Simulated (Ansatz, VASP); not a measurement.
# RbHPd: VASP beside Ansatz, part 3 of 3

Aim: how closely do two programs agree when they are given the same cell, functional and k mesh? The cell is generated by rule, not measured, and may not be a known phase. The cell is taken from a series of runs on this material, whose earlier steps may have relaxed, scaled, displaced or heated it; both programs get it as it stands.

VASP 6.6.1 and Ansatz 0.2.0.

So far: Set-up; VASP: zone-centre phonons, PBEsol.

The structure was built from a prototype and need not be the compound's stable phase.

### Step 3. Ansatz: zone-centre phonons, PBEsol

Level of this step: Ansatz beside VASP: Kohn-Sham DFT, plane waves, PBEsol (Ansatz).

Ansatz runs on its default PAW (the set named soft_2) files.

The same cell, functional and mesh now go to Ansatz, which takes its cutoff from its data sets.

The input, input.yaml:

```yaml
crystal:
  lattice:
    - [3.3923883097, -4.2997992379, 0.0]
    - [3.3923883097, 4.2997992379, 0.0]
    - [0.0, 0.0, 4.3070326981]
  atoms:
    - { symbol: Rb, position: [0.0, 0.0, 0.5] }
    - { symbol: Rb, position: [0.5, 0.5, 0.5] }
    - { symbol: H, position: [0.75, 0.25, 0.9984444618] }
    - { symbol: H, position: [0.25, 0.75, 0.0015555382] }
    - { symbol: Pd, position: [0.5, 0.0, 0.0] }
    - { symbol: Pd, position: [0.0, 0.5, 0.0] }
kpoints:
  mp_grid: { grid: [4, 4, 6] }
hamiltonian:
  xc: pbesol
scf:
  occupations: { method: fixed }
output:
  eigenvalues: true
phonons:
  method: dfpt
  dielectric: true
  rigid_motions: translations
```

Run with:

```
> ansatz run input.yaml --threads 8 --pin off --max-ram 14336MiB --backend cpu --events-out ev --progress --plain --runs-dir out
```

Numbers of over 12 decimals in the logs are rounded to 6 here.

Log:

```text
Engine: ansatz 0.2.0, x86_64-unknown-linux-gnu
Pseudopotentials: kind: paw
Pseudopotential: Rb, paw, valence charge 9, recommended cutoff 420 eV (normal), Rb.paw.azcp
Pseudopotential: H, paw, valence charge 1, recommended cutoff 420 eV (normal), H.paw.azcp
Pseudopotential: Pd, paw, valence charge 18, recommended cutoff 420 eV (normal), Pd.paw.azcp
Functional definition: PBEsol
  exchange = pbesol_x
  correlation = pbesol_c
Crystal: 6 atoms, lattice volume = 125.650 Å³
Basis set: ecut = 420 eV, 2491 PW (Γ), exchange–correlation on 80×80×60 points (8 copies of the dense FFT grid, shifted against one another)
Bands: 34, of which v1, the nominal top of the filled ones, is band 28 counted from 1 (27 counted from 0)
Symmetry: 8 space group operations
k-points: 52 of 96 (irreducible under 1 space group operation, time reversal used)
Non-local potential: Rb, projectors of the file, l = 0: 3, l = 1: 2, l = 2: 2
Non-local potential: H, projectors of the file, l = 0: 2, l = 1: 1
Non-local potential: Pd, projectors of the file, l = 0: 2, l = 1: 2, l = 2: 2, l = 3: 1
PAW form: soft (Blöchl's): semilocal exchange-correlation on the pseudo side does not see the compensation charge
PAW frozen core: Rb, regenerated for the run's functional, and the local potential with it (the file was generated under x = pbe(κ = 0.804, μ = 0.219515), c = pbe(β = 0.066725))
PAW frozen core: Pd, regenerated for the run's functional, and the local potential with it (the file was generated under x = pbe(κ = 0.804, μ = 0.219515), c = pbe(β = 0.066725))
PAW one-centre angular grid: Rb, 110 points (default); XC on 64 Gauss nodes
PAW one-centre angular grid: H, 110 points (default); XC on 64 Gauss nodes
PAW one-centre angular grid: Pd, 590 points (default); XC on 64 Gauss nodes
Initial density: superposition of atomic densities (neutral atoms: chi_scale 0, normalization atom), corrected by the library's trained network
Initial wavefunctions: pseudopotential atomic-orbital guess
Functional: x = pbesol(κ = 0.804, μ = 0.123457), c = pbesol(β = 0.046)
SCF iter   1: F=—  HF=-20278.990404 eV  |F-HF|=—  |Δ(HF+E_count)|=         —  Δρ=8.95e-3  dr2=5.61e-2  ethr=1.77e-3  ⟨swp⟩=4.5  Hψ=6286  notcnv=0  defer=204
preconditioner: auto → Resta (q_TF=auto, 2.384 Å⁻¹)  ε∞=6.4  [insulator: Δε(μ)=0.559 eV  Ē_g=8.528 eV  n_scr=34 (ndim 8)  ℏωp=19.9 eV  f_vac=0.006  ε∞_Penn≈6.4]
SCF iter   2: F=—  HF=-20278.980924 eV  |F-HF|=—  |Δ(HF+E_count)|=   9.48e-3  Δρ=4.68e-3  dr2=7.63e-3  ethr=1.00e-4  ⟨swp⟩=2.0  Hψ=2808  notcnv=0  defer=205
SCF iter   3: F=—  HF=-20278.979801 eV  |F-HF|=—  |Δ(HF+E_count)|=   1.12e-3  Δρ=2.14e-3  dr2=2.06e-3  ethr=1.36e-5  ⟨swp⟩=2.0  Hψ=2401  notcnv=0  defer=207
SCF iter   4: F=—  HF=-20278.979547 eV  |F-HF|=—  |Δ(HF+E_count)|=   2.54e-4  Δρ=2.03e-4  dr2=3.32e-5  ethr=3.68e-6  ⟨swp⟩=2.0  Hψ=2310  notcnv=0  defer=208
SCF iter   5: F=—  HF=-20278.979580 eV  |F-HF|=—  |Δ(HF+E_count)|=   3.30e-5  Δρ=4.73e-5  dr2=3.33e-6  ethr=5.92e-8  ⟨swp⟩=2.0  Hψ=2554  notcnv=0  defer=156
SCF iter   6: F=—  HF=-20278.979584 eV  |F-HF|=—  |Δ(HF+E_count)|=   4.16e-6  Δρ=1.71e-5  dr2=5.99e-7  ethr=5.94e-9  ⟨swp⟩=2.7  Hψ=2697  notcnv=0  defer=100
SCF iter   7: F=—  HF=-20278.979585 eV  |F-HF|=—  |Δ(HF+E_count)|=   8.80e-8  Δρ=3.30e-6  dr2=1.74e-8  ethr=1.07e-9  ⟨swp⟩=2.0  Hψ=2201  notcnv=0  defer=100
SCF iter   8: F=—  HF=-20278.979585 eV  |F-HF|=—  |Δ(HF+E_count)|=   8.37e-9  Δρ=7.99e-7  dr2=7.54e-10  ethr=3.12e-11  ⟨swp⟩=2.0  Hψ=2608  notcnv=0  defer=100
SCF iter   9: F=-20278.979585 eV  HF=-20278.979585 eV  |F-HF|=0.00e0  |Δ(HF+E_count)|=  3.46e-10  Δρ=1.40e-7  dr2=2.30e-11  ethr=1.00e-12  ⟨swp⟩=13.6  Hψ=11933  notcnv=0
SCF 1 converged in 9 iterations: F = -20278.979585 eV  dr2 = 2.30e-11
  greatest PAW one-centre occupation: 0.999 electrons in one spin orbital (limit 2), on the Pd atom at site 5 (counted from 0), in its partial waves of l = 0
NSCF: frozen V_eff on 2 k-points
DFPT response loops at Γ: preconditioner auto → Resta (q_TF=auto, 2.384 Å⁻¹)  ε∞=9.9 (no band partly filled); β = 1.00, the filter's whole step (`scf.mixing.beta` (0.50) is not read by the response loops at its default; to damp them type it under 1.00, their step now; it binds the ground state too); Broyden in place of MSR1
── the response to a field inside a basis, on 10×10×12 k-points: an SCF that follows is theirs, and a resumed run solves both again ──
Bands: 29, of which v1, the nominal top of the filled ones, is band 28 counted from 1 (27 counted from 0)
k-points: 180
Initial density: handed on by an earlier stage of this run
Initial wavefunctions: pseudopotential atomic-orbital guess (no wavefunctions were taken with the density)
Eigensolver: Dense (180 Hₖ)
SCF iter   1: F=—  HF=-20278.960983 eV  |F-HF|=—  |Δ(HF+E_count)|=         —  Δρ=2.48e-4  dr2=5.87e-5  ethr=1.00e-1
preconditioner: auto → Resta (q_TF=auto, 2.384 Å⁻¹)  ε∞=9.9  [insulator: Δε(μ)=0.642 eV  Ē_g=6.673 eV  n_scr=34 (ndim 8)  ℏωp=19.9 eV  f_vac=0.002  ε∞_Penn≈9.9]
SCF iter   2: F=—  HF=-20278.960981 eV  |F-HF|=—  |Δ(HF+E_count)|=   1.91e-6  Δρ=1.34e-4  dr2=1.04e-5  ethr=1.05e-7
SCF iter   3: F=—  HF=-20278.960982 eV  |F-HF|=—  |Δ(HF+E_count)|=   1.23e-6  Δρ=6.71e-5  dr2=4.90e-6  ethr=1.85e-8
SCF iter   4: F=—  HF=-20278.960983 eV  |F-HF|=—  |Δ(HF+E_count)|=   1.37e-7  Δρ=1.20e-5  dr2=2.05e-7  ethr=8.75e-9
SCF iter   5: F=-20278.960983 eV  HF=-20278.960983 eV  |F-HF|=1.04e-9  |Δ(HF+E_count)|=   4.77e-8  Δρ=2.12e-6  dr2=1.00e-8  ethr=3.67e-10
SCF 1 converged in 5 iterations: F = -20278.960983 eV  dr2 = 1.00e-8
DFPT response loops at Γ: preconditioner auto → Resta (q_TF=auto, 2.384 Å⁻¹)  ε∞=9.7 (no band partly filled); β = 1.00, the filter's whole step (`scf.mixing.beta` (0.50) is not read by the response loops at its default; to damp them type it under 1.00, their step now; it binds the ground state too); Broyden in place of MSR1
WARN: field response: ε∞ stands inside a basis, on 10×10×12 points; the force constants stand on the 4×4×6 k-mesh, whose period is 7.58 times the interband length at k = (0.0000, 0.0000, -0.5000), direct gap 0.626 eV, under 14: take them and everything formed from them as unconverged, and compare with a denser kpoints.mp_grid
SCF converged after 9 iterations
Free energy (F): -20278.979585 eV
Harris-Foulkes:  -20278.979585 eV  (|F-HF|=0.00e0)
Internal energy: -20278.979585 eV  (E = F + TS)
E sigma→0 (E₀):  -20278.979585 eV
Fermi energy:    7.026940 eV
--- Per-component energies (eV) ---
  E_band       = -788.585892
  E_kinetic    = 1448.746912
  E_local      = -7072.200187  (includes V_loc(G=0)·N_el)
  E_nonlocal   = 793.832352
  E_hartree    = 2750.932525
  E_xc         = -611.076815
  E_vxc        = -717.222152  (∫ρ·V_xc dr)
  E_paw        = -12513.188062  (= ΣΔE_a)
  E_vpaw       = -743.606191  (= ΣTr[D̂ρ^β])
  E_aug_tail   = -0.001725  (compensation charges beyond the density's cutoff)
  E_ewald      = -5076.876975
  E_core_change = 0.852390  (= ΣΔE_core)
  E_smearing   = -0.000000  (= −TS)
  E_closure    = 0.000000  (closes the sum)
  Σ components = -20278.979585   (vs F -20278.979585, Δ=0.00e0)
--- Band table (eV; the first three rows and the last of 52) ---
  k-point 0: bands = [... 24 lower, 6.1245, 6.2710, 6.2733, 6.3097, 8.2908, 11.4562, 11.8408, 11.9834, ... 2 higher]
  k-point 1: bands = [... 24 lower, 6.1481, 6.2650, 6.2780, 6.3282, 8.4000, 10.6871, 10.7888, 11.8691, ... 2 higher]
  k-point 2: bands = [... 24 lower, 6.1998, 6.2532, 6.2874, 6.4089, 8.8049, 8.9777, 9.7544, 11.6397, ... 2 higher]
  k-point 51: bands = [... 24 lower, 6.1899, 6.3073, 6.4208, 6.9759, 8.2847, 10.0046, 10.0095, 11.4540, ... 2 higher]
--- Phonons (Γ-DFPT): 9 representative perturbations + reference, on 52 of 96 k-points (Σ response iterations 30) ---
  k mesh reduced under 1 symmetry operation, with k and −k counted as one. Each operation leaves every solved perturbation unchanged. A smaller set is not considered because the run solves the response to a homogeneous field
  ASR residual: 1.964e-4 → 0.000e0 eV/Å²; symmetrization residual: 1.774e-6 eV/Å²
  ASR residual per site (eV/Å²): 1.96e-4 1.96e-4 6.13e-6 6.13e-6 7.03e-5 7.03e-5
  Γ frequencies (cm⁻¹): 0.00 0.00 0.00 47.61 52.55 69.47 72.09 74.76 83.31 83.48 90.99 99.86 115.37 188.22 272.78 274.64 1723.33 2094.96
  ε∞ (high-frequency dielectric tensor):
        6.812893    -0.000000     0.000000
       -0.000000     8.780516     0.000000
        0.000000     0.000000     8.670837
  ε⁰ (static dielectric tensor: ions relaxed, cell fixed):
       15.838607     0.000000     0.000000
        0.000000    12.073248     0.000000
        0.000000     0.000000    11.956839
  ε⁰ − ε∞ (ionic part):
        9.025714     0.000000     0.000000
        0.000000     3.292732     0.000000
        0.000000     0.000000     3.286002
  softest optical mode at Γ: 47.61 cm⁻¹; the repairs (sum rule, projections) moved no ω² at Γ by more than (3.20 cm⁻¹)²
  Born effective charges Z* (e; rows j = field, columns β = displacement):
    site 0:
         1.09301    0.00000   -0.00000
         0.00000    1.25676    0.00047
         0.00000    0.00036    1.25846
    site 1:
         1.09301    0.00000   -0.00000
         0.00000    1.25676   -0.00047
         0.00000   -0.00036    1.25846
    site 2:
        -0.64906    0.00000    0.00000
        -0.00000   -0.33672   -0.00000
         0.00000   -0.00000   -0.33539
    site 3:
        -0.64906    0.00000    0.00000
        -0.00000   -0.33672   -0.00000
         0.00000   -0.00000   -0.33539
    site 4:
        -0.44395   -0.00000   -0.00705
        -0.00000   -0.92004   -0.00000
        -0.00013   -0.00000   -0.92307
    site 5:
[...]
Z* charge neutrality: 1.048e-2 e pre-enforcement
  solved inside a basis spanned on kpoints, on 10×10×12 k-points transformed towards the longest dipole: ε∞ is read to err by 5.0e-2, Z* by 2.2e-2 e (field_mesh: kpoints solves on kpoints); Z* is corrected for what the basis lacks
  optical modes at Γ without the LO–TO term, one row a degenerate level:
      ω (cm⁻¹)  modes    IR ((D/Å)²/amu)
[...]
optical modes at Γ + LO–TO along q̂ = [1.0000, 0.0000, 0.0000]:
      ω (cm⁻¹)  modes    IR ((D/Å)²/amu)
[...]
optical modes at Γ + LO–TO along q̂ = [0.0000, 1.0000, 0.0000]:
      ω (cm⁻¹)  modes    IR ((D/Å)²/amu)
[...]
optical modes at Γ + LO–TO along q̂ = [0.0000, 0.0000, 1.0000]:
      ω (cm⁻¹)  modes    IR ((D/Å)²/amu)
[...]
91.52      1             0.6171
         99.86      1             0.0000
        115.37      1             0.0000
        188.28      1             0.0088
        272.78      1             5.5845
        294.07      1             5.7477
       1723.33      1            18.8238
       2094.96      1             0.0000
```

Reading the cycles: dr2 is the Hartree energy of the density residual (eV), the measure of convergence; HF is the Harris–Foulkes estimate of the energy, which meets the free energy F at convergence.

### Step 4. Differences

Known differences besides the potentials themselves: fixed occupations in Ansatz, narrow Gaussian smearing in VASP; VASP's response is taken on the typed mesh, Ansatz refines its own for the field response alone; the data sets hold 56 valence electrons in Ansatz (on its default PAW (the set named soft_2) files) and 40 in VASP; the cutoff is 420 eV in Ansatz and 500 eV in VASP; Ansatz makes its cores anew for this functional, VASP keeps those of its PBE data sets. Total energies have different zeros and are not compared.

The two programs side by side:

| quantity | Ansatz | VASP | difference |
| --- | --- | --- | --- |
| ε∞ xx | 6.81 | 6.60 | +3.25 % |
| ε∞ yy | 8.78 | 15.62 | -43.78 % |
| ε∞ zz | 8.67 | 15.82 | -45.20 % |
| Born charge of Rb1 (mean of the diagonal) (e) | 1.20 | 1.26 | -0.06 |
| Born charge of H3 (mean of the diagonal) (e) | -0.44 | -0.50 | +0.06 |
| Born charge of Pd5 (mean of the diagonal) (e) | -0.76 | -0.76 | 0.00 |
| optical mode 1 (imaginary, printed as negative) (cm⁻¹) | 47.6 | -35.6 | +83.2 |
| optical mode 2 (cm⁻¹) | 52.5 | 47.0 | +5.6 |
| optical mode 3 (cm⁻¹) | 69.5 | 48.2 | +21.3 |
| optical mode 4 (cm⁻¹) | 72.1 | 53.3 | +35.34 % |
| optical mode 5 (cm⁻¹) | 74.8 | 70.0 | +6.76 % |
| optical mode 6 (cm⁻¹) | 83.3 | 74.1 | +12.45 % |
| optical mode 7 (cm⁻¹) | 83.5 | 82.7 | +0.92 % |
| optical mode 8 (cm⁻¹) | 91.0 | 83.2 | +9.37 % |
| optical mode 9 (cm⁻¹) | 99.9 | 91.1 | +9.58 % |
| optical mode 10 (cm⁻¹) | 115.4 | 115.4 | -0.04 % |
| optical mode 11 (cm⁻¹) | 188.2 | 189.6 | -0.75 % |
| optical mode 12 (cm⁻¹) | 272.8 | 257.7 | +5.84 % |
| optical mode 13 (cm⁻¹) | 274.6 | 261.3 | +5.10 % |
| optical mode 14 (cm⁻¹) | 1723.3 | 1743.8 | -1.17 % |
| optical mode 15 (cm⁻¹) | 2095.0 | 2115.2 | -0.96 % |

Modes are paired by rising frequency, not by their patterns, so a pair may set unlike modes beside each other; they are those without the splitting of longitudinal modes.

### Step 5. Outcome

* difference in ε∞ zz (zone-centre phonons, PBEsol): -45 %
* r.m.s. difference of the optical zone-centre modes, each program's sorted by frequency (zone-centre phonons, PBEsol): 25 cm⁻¹

What this shows: The difference in ε∞ zz is -45 % (zone-centre phonons, PBEsol), beyond the 5 % picked in this series as the mark of a large difference. The data sets hold unlike numbers of valence electrons (56 in Ansatz and 40 in VASP), so part of the differences comes from the potentials. By the marks of this series, far apart in the zone-centre phonons, PBEsol pair: the difference in ε∞ zz, -45 % and the r.m.s. difference of the optical zone-centre modes, each program's sorted by frequency, 25 cm⁻¹. What causes the difference of the zone-centre phonons, PBEsol pair stays open here. Such differences can come from data sets, numerical settings and the points named under the comparisons, not from the functional's error against experiment.

[Lines on the potential files, build, host, timing and source positions are cut from VASP's logs without a mark.]

[Logs are printed without paths, hosts, clocks, repeated set-up lines and the standing remarks that a program may print on its own settings, such as how far it seeks lower states.]

[Hosts, paths, dates, database ids (printed as entryN), source tags and the programs' standing remarks are cut or masked in the printed files.]
